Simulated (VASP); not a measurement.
Input:

```yaml
crystal:
  lattice:
    - [0.00000, 3.03910, 3.03910]
    - [3.03910, 0.00000, 3.03910]
    - [3.03910, 3.03910, 0.00000]
  atoms:
    - { symbol: Cd, position: [0.00000, 0.00000, 0.00000] }
    - { symbol: S, position: [0.25000, 0.25000, 0.25000] }
```

Method: vdW-DF2, VASP's PBE PAW potentials (set 64) (plane waves; VASP). Run with 520 eV cut-off, Gaussian smearing of 0.050 eV, potentials Cd S.

### Question
Give the energies of bands 6 to 11 at the high-symmetry points, in eV from the valence-band maximum.

### Answer

| band | Γ | X | U | L | W |
|---|---|---|---|---|---|
| 6 | -7.12 | -6.81 | -6.72 | -6.86 | -6.69 |
| 7 | 0.00 | -3.44 | -3.38 | -3.71 | -3.34 |
| 8 | 0.00 | -1.47 | -2.02 | -0.58 | -1.78 |
| 9 | 0.00 | -1.47 | -1.19 | -0.58 | -1.76 |
| 10 | 0.64 | 3.62 | 4.04 | 2.65 | 4.74 |
| 11 | 6.51 | 4.02 | 5.05 | 6.87 | 5.33 |

The gap is direct, 0.64 eV, from the valence maximum at Γ to the conduction minimum at Γ.

Measured: gap 2.48 eV at 4 K (computed value off by -1.84 eV), as given by arXiv:1206.3780.

The compound is CdS in the zinc blende structure, a metastable form; wurtzite is the usual one. It was relaxed first, which changed the volume by +14 %.
